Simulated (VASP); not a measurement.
Input:

```yaml
crystal:
  lattice:
    - [3.23025, 0.00000, 0.00000]
    - [-1.61513, 2.79748, 0.00000]
    - [0.00000, 0.00000, 9.14413]
  atoms:
    - { symbol: W, position: [0.33333, 0.66667, 0.03978] }
    - { symbol: W, position: [0.66667, 0.33333, 0.53978] }
    - { symbol: Te, position: [0.33333, 0.66667, 0.33522] }
    - { symbol: Te, position: [0.66667, 0.33333, 0.83522] }
```

All values below come from PBEsol GGA, VASP's PBE PAW potentials (set 64) (plane waves; VASP). Numerical set-up: 400 eV cut-off, 12×12×4 Γ-centred mesh, tetrahedra with Blöchl corrections, potentials W_sv Te.

The cores are frozen, which limits the accuracy of field gradients.

Task: Give the principal components of the electric field gradient (V/Å²) and the asymmetry η at each nucleus.

Result: 
| atom | Vxx | Vyy | Vzz | η |
|---|---|---|---|---|
| W1 | 35.5 | 35.5 | -71.0 | 0.00 |
| W2 | 35.5 | 35.5 | -71.0 | 0.00 |
| Te3 | 56.6 | 56.6 | -113.2 | 0.00 |
| Te4 | 56.6 | 56.6 | -113.2 | 0.00 |

The structure was generated: WTe was put into the wurtzite type (P6_3mc), which need not be its known phase. It was relaxed first, which changed the volume by -50 %.
